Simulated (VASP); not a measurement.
# Lattice of TiSi2 across functionals and dispersion corrections

Aim: relax TiSi2 at several levels and hold each cell against experiment. The levels: PBE, LDA, r2SCAN and PBE + D3(BJ). The start is a cell from a database of measured crystal structures.

Method: PBE; plane waves and PAW (Ti_sv, Si), in the first sound run; inputs show where later runs differ, in VASP 6.6.1.

Most raw output is cut from this account.

## 1. The starting structure

Before any relaxation, the start is as follows. The structure is orthorhombic, space group Fddd (No. 70). Conventional cell: a = 4.800 Å, b = 8.268 Å, c = 8.552 Å, α = 90.00°, β = 90.00°, γ = 90.00°. Nearest to Ti lie 10 Si at 2.55 to 2.78 Å. Si has 5 Si at 2.53 to 2.80 Å and 5 Ti at 2.55 to 2.78 Å nearest. Farther neighbours are not listed.

As a file:

```cif
data_structure
_symmetry_space_group_name_H-M 'P 1'
_symmetry_Int_Tables_number 1
_cell_length_a 5.9477
_cell_length_b 4.9036
_cell_length_c 4.7802
_cell_angle_alpha 75.774
_cell_angle_beta 53.051
_cell_angle_gamma 51.175
_cell_volume 84.85
loop_
_atom_site_label
_atom_site_type_symbol
_atom_site_fract_x
_atom_site_fract_y
_atom_site_fract_z
_atom_site_occupancy
Ti1 Ti 0.75000 0.75000 0.75000 1
Ti2 Ti 0.50000 0.50000 0.50000 1
Si3 Si 0.08672 0.41328 0.08672 1
Si4 Si 0.41328 0.08672 0.41328 1
Si5 Si 0.16328 0.83672 0.16328 1
Si6 Si 0.83672 0.16328 0.83672 1
```

## 2. Relaxation with PBE

Properties are meant for the cell that this level of theory prefers, so cell and atoms are relaxed first (ISIF = 3) until forces and stress are small; EDIFFG sets the threshold. PBE, the usual starting point, adds the gradient of the density.

INCAR reads:

```
SYSTEM = TiSi2
PREC = Accurate
ENCUT = 520
EDIFF = 1E-06
NELM = 100
ISMEAR = -1
SIGMA = 0.05
LREAL = .FALSE.
ALGO = Normal
GGA = PE
NBANDS = 26
LASPH = .TRUE.
LORBIT = 11
LWAVE = .FALSE.
LCHARG = .FALSE.
KPAR = 2
IBRION = 2
NSW = 60
ISIF = 3
EDIFFG = -0.01
```

POSCAR reads:

```
TiSi2
1.0
    0.0000000000      4.1340000000      4.2760500000
    2.4001000000      0.0000000000      4.2760500000
    2.4001000000      4.1340000000      0.0000000000
Ti Si
2 4
Direct
    0.7500000000      0.7500000000      0.7500000000
    0.5000000000      0.5000000000      0.5000000000
    0.0867200000      0.4132800000      0.0867200000
    0.4132800000      0.0867200000      0.4132800000
    0.1632800000      0.8367200000      0.1632800000
    0.8367200000      0.1632800000      0.8367200000
```

KPOINTS reads:

```
Automatic mesh
0
Gamma
6 6 6
0 0 0
```

The projector-augmented-wave data sets are Ti_sv and Si (PBE family, release 64).

Run with:

```console
> mpirun -np 2 vasp_std
```

The job ended after 97 s (2 MPI ranks of Intel Xeon 6975P-C (Granite Rapids), shared host; peak memory 0.56 GiB).

The k-mesh is coarse for a metal. The run keeps the 8 symmetry operations of its start, so it cannot find a distortion of lower symmetry.

The steps of the relaxation:

```csv
step,energy less that of the first step (eV),largest force (eV/Å),pressure (GPa),volume (Å³)
1,0.0000,0.0287,0.34,84.85
2,-0.0008,0.0235,-0.22,85.23
3,-0.0008,0.0246,-0.10,85.14
4,-0.0010,0.0181,0.03,85.07
5,-0.0010,0.0154,0.07,85.04
6,-0.0010,0.0064,0.04,85.06
```

```
conventional cell, symmetrised  before  after  change
                         a (Å)   4.800  4.812  +0.2 %
                         b (Å)   8.268  8.281  +0.2 %
                         c (Å)   8.552  8.540  -0.1 %
              volume (Å³/atom)   14.14  14.18  +0.2 %
```

Final coordinates:

```xyz
6
Lattice="0.0000 4.1404 4.2698 2.4058 0.0000 4.2698 2.4058 4.1404 0.0000" Properties=species:S:1:pos:R:3 pbc="T T T"
Ti    3.6088    6.2106    6.4047
Ti    2.4058    4.1404    4.2698
Si    1.2029    0.7139    2.1349
Si    1.2029    3.4265    2.1349
Si    2.4058    1.3563    4.2698
Si    2.4058    6.9245    4.2698
```

This step gave:

```yaml
electrons: 40
bands: 26
irreducible_k_points: 46
symmetry_operations: 8
free_energy_toten: -40.74 eV
energy_at_zero_smearing: -40.73 eV
fermi_energy: 10.08 eV
pressure: 0.04180 GPa
metallic: yes
scf_cycles_over_all_ionic_steps: 45
```

It ends with a largest force of 0.006 eV/Å and a pressure of 0.04 GPa. The volume lies +0.2 % from that of the database's start. The conventional cell has a = 4.812, b = 8.281 and c = 8.540 Å.

## 3. Relaxation with LDA

This step: LDA; plane waves and PAW (Ti_sv, Si) (VASP 6.6.1).

LDA, the lowest rung, knows the local density alone.

INCAR, as its differences from that of step 2:

```diff
@@ -9,3 +9,3 @@
 ALGO = Normal
-GGA = PE
+GGA = CA
 NBANDS = 26
```

POSCAR is that of step 2.

KPOINTS is that of step 2.

Run with:

```console
> mpirun -np 2 vasp_std
```

Run time: 3 min. Hardware: 2 MPI ranks; peak memory 0.5 GiB.

The PAW data sets were made with PBE, though LDA sets exist; this is a small mismatch.

Step by step:

| step | energy less that of the first step (eV) | largest force (eV/Å) | pressure (GPa) | volume (Å³) |
| --- | --- | --- | --- | --- |
| 1 | 0.0000 | 0.0832 | -5.86 | 84.85 |
| 2 | -0.0039 | 0.1008 | 6.40 | 78.66 |
| 3 | -0.0634 | 0.0928 | -0.08 | 81.62 |
| 4 | -0.0634 | 0.0930 | 0.03 | 81.56 |
| 5 | -0.0653 | 0.0603 | 0.18 | 81.40 |
| 6 | -0.0653 | 0.0616 | 0.16 | 81.41 |
| 7 | -0.0662 | 0.0365 | -0.04 | 81.52 |
| 8 | -0.0665 | 0.0099 | -0.26 | 81.64 |
| 9 | -0.0665 | 0.0046 | 0.21 | 81.41 |
| 10 | -0.0666 | 0.0023 | -0.01 | 81.52 |

| conventional cell, symmetrised | before | after | change |
| --- | --- | --- | --- |
| a (Å) | 4.800 | 4.741 | -1.2 % |
| b (Å) | 8.268 | 8.158 | -1.3 % |
| c (Å) | 8.552 | 8.430 | -1.4 % |
| volume (Å³/atom) | 14.14 | 13.59 | -3.9 % |

The atoms that moved most (Å, as changes of fractional coordinates times the final cell):

| atom | dx | dy | dz | length |
| --- | --- | --- | --- | --- |
| Si6 | 0.000 | -0.015 | 0.000 | 0.015 |
| Si4 | 0.000 | 0.015 | 0.000 | 0.015 |
| Si3 | 0.000 | -0.015 | 0.000 | 0.015 |
| Si5 | 0.000 | 0.015 | 0.000 | 0.015 |

Final coordinates:

```xyz
6
Lattice="0.0000 4.0788 4.2151 2.3707 0.0000 4.2151 2.3707 4.0788 0.0000" Properties=species:S:1:pos:R:3 pbc="T T T"
Ti    3.5561    6.1182    6.3227
Ti    2.3707    4.0788    4.2151
Si    1.1854    0.6926    2.1076
Si    1.1854    3.3862    2.1076
Si    2.3707    1.3468    4.2151
Si    2.3707    6.8108    4.2151
```

Numbers from this step:

| Quantity | Value |
| --- | --- |
| free energy (TOTEN) | -44.86 eV |
| energy at zero smearing | -44.85 eV |
| Fermi energy | 10.35 eV |
| pressure | -0.01273 GPa |
| SCF cycles over all ionic steps | 82 |

It ends at 13.59 Å³/atom, -3.9 % from the start, with -0.01 GPa left. The conventional cell has a = 4.741, b = 8.158 and c = 8.430 Å.

## 4. Relaxation with r2SCAN

This step: r2SCAN; plane waves and PAW (Ti_sv, Si) (VASP 6.6.1).

r2SCAN adds the kinetic-energy density, costs more than a GGA and is run with LASPH.

INCAR, as its differences from that of step 3:

```diff
@@ -9,5 +9,5 @@
 ALGO = Normal
-GGA = CA
+METAGGA = R2SCAN
+LASPH = .TRUE.
 NBANDS = 26
-LASPH = .TRUE.
 LORBIT = 11
```

POSCAR is that of step 3.

KPOINTS is that of step 3.

Run with:

```console
> mpirun -np 2 vasp_std
```

Wall time 4.1 min (2 MPI ranks); peak memory 0.6 GiB.

The PAW data sets were made with PBE, which is usual practice but a small mismatch for other functionals.

The steps of the relaxation:

```
step  energy less that of the first step (eV)  largest force (eV/Å)  pressure (GPa)  volume (Å³)
   1                                   0.0000                0.0095           -1.61        84.85
   2                                   0.0009                0.0123            1.78        83.12
   3                                  -0.0056                0.0011            0.00        84.01
```

```
conventional cell, symmetrised  before  after  change
                         a (Å)   4.800  4.787  -0.3 %
                         b (Å)   8.268  8.256  -0.1 %
                         c (Å)   8.552  8.503  -0.6 %
              volume (Å³/atom)   14.14  14.00  -1.0 %
```

Final coordinates:

```xyz
6
Lattice="0.0000 4.1279 4.2513 2.3936 0.0000 4.2513 2.3936 4.1279 0.0000" Properties=species:S:1:pos:R:3 pbc="T T T"
Ti    3.5905    6.1918    6.3770
Ti    2.3936    4.1279    4.2513
Si    1.1968    0.7162    2.1257
Si    1.1968    3.4117    2.1257
Si    2.3936    1.3478    4.2513
Si    2.3936    6.9080    4.2513
```

It ends at 14.00 Å³/atom, -1.0 % from the start, with 0.00 GPa left. The conventional cell has a = 4.787, b = 8.256 and c = 8.503 Å.

## 5. Relaxation with PBE + D3(BJ)

This step: PBE with D3(BJ); plane waves and PAW (Ti_sv, Si) (VASP 6.6.1).

A dispersion term adds the long-range attraction that semilocal functionals lack. D3 with Becke-Johnson damping keeps a finite attraction at short range.

INCAR, as its differences from that of step 4:

```diff
@@ -9,5 +9,6 @@
 ALGO = Normal
-METAGGA = R2SCAN
+GGA = PE
+IVDW = 12
+NBANDS = 26
 LASPH = .TRUE.
-NBANDS = 26
 LORBIT = 11
```

POSCAR is that of step 4.

KPOINTS is that of step 4.

Run with:

```console
> mpirun -np 2 vasp_std
```

The job ended after 2.2 min (2 MPI ranks; peak memory 0.58 GiB; 4.4 min of CPU time).

Dispersion corrections of this kind ignore metallic screening and tend to overbind metals.

Step by step:

```csv
step,energy less that of the first step (eV),largest force (eV/Å),pressure (GPa),volume (Å³)
1,0.0000,0.0306,-5.88,84.85
2,-0.0094,0.0625,6.16,78.63
3,-0.0643,0.0466,-0.06,81.53
4,-0.0656,0.0265,0.02,81.38
5,-0.0658,0.0321,0.01,81.42
6,-0.0659,0.0214,0.00,81.42
7,-0.0660,0.0007,0.00,81.41
```

```csv
"conventional cell, symmetrised",before,after,change
a (Å),4.800,4.737,-1.3 %
b (Å),8.268,8.142,-1.5 %
c (Å),8.552,8.443,-1.3 %
volume (Å³/atom),14.14,13.57,-4.1 %
```

The relaxed structure:

```
Ti Si
1.0
     0.00000    4.07119    4.22160
     2.36849    0.00000    4.22160
     2.36849    4.07119    0.00000
Ti Si
2 4
Direct
  0.75000 0.75000 0.75000
  0.50000 0.50000 0.50000
  0.08593 0.41407 0.08593
  0.41407 0.08593 0.41407
  0.16407 0.83593 0.16407
  0.83593 0.16407 0.83593
```

It ends at 13.57 Å³/atom, -4.1 % from the start, with 0.00 GPa left. The conventional cell has a = 4.737, b = 8.142 and c = 8.443 Å. Against plain PBE, the dispersion term moves a by -1.6 %, b by -1.7 % and c by -1.1 %.

## 6. The cells as a table

This step: relaxed cells at several levels; plane waves and PAW (VASP 6.6.1).

No new run; the numbers come from the runs before.

Lengths are those of the conventional cell; cost is the wall time of each run, as given at its step, times its ranks, without the set-up around it. Results by level, by row:

| level | volume (Å³/atom) | change from the start (%) | a (Å) | b (Å) | c (Å) | cost (core minutes) |
| --- | --- | --- | --- | --- | --- | --- |
| PBE | 14.18 | 0.2 | 4.812 | 8.281 | 8.54 | 3.23 |
| LDA | 13.59 | -3.9 | 4.741 | 8.158 | 8.43 | 5.9 |
| r2SCAN | 14 | -1 | 4.787 | 8.256 | 8.503 | 8.17 |
| PBE + D3(BJ) | 13.57 | -4.1 | 4.737 | 8.142 | 8.443 | 4.43 |

## 7. Results

| Quantity | Value |
| --- | --- |
| volume, PBE | 14.18 Å³/atom |
| volume, LDA | 13.59 Å³/atom |
| volume, r2SCAN | 14.00 Å³/atom |
| volume, PBE + D3(BJ) | 13.57 Å³/atom |

**Reading.** For TiSi2 the levels give volumes between 13.57 Å³/atom (PBE + D3(BJ)) and 14.18 Å³/atom (PBE), a spread of 4.5 %, while the cost of the finished runs spans a factor of 2.5. Against the volume of the start, a cell from experiment, PBE comes nearest (+0.2 %) and PBE + D3(BJ) lies farthest (-4.1 %); thermal expansion is in that cell alone. Within 2 % of it: PBE and r2SCAN. The costs hold the number of ionic steps as well as the price of the functional. Against the listed lengths the levels give a from -1.3 % to +0.2 %, b from -1.5 % to +0.2 % and c from -1.4 % to -0.1 %. Adding D3(BJ) to PBE changes the volume by -4.3 % (a by -1.6 %, b by -1.7 % and c by -1.1 %). Pairwise corrections of the D and TS kind ignore the screening in a metal, so they may overbind here. Within 0.02 Å all end in space group Fddd; the runs can't lower the symmetry of the start. The k-sampling is coarse for a metal, so the Fermi level, pressures and the shape of the cell carry errors. Each is a single relaxation on the plane waves of the start cell, so larger changes of volume carry a basis-set error that was not tested here. Zero-point and thermal expansion are not included.

[Lines on the potential files, build, host, timing and source positions are cut from VASP's logs without a mark.]

[Logs are printed without paths, hosts, clocks, repeated set-up lines and the standing remarks that a program may print on its own settings, such as how far it seeks lower states.]

[Hosts, paths, dates, database ids (printed as entryN), source tags and the programs' standing remarks are cut or masked in the printed files.]

[A measured line is paired with the nearest computed mode of its activity, which favours agreement.]
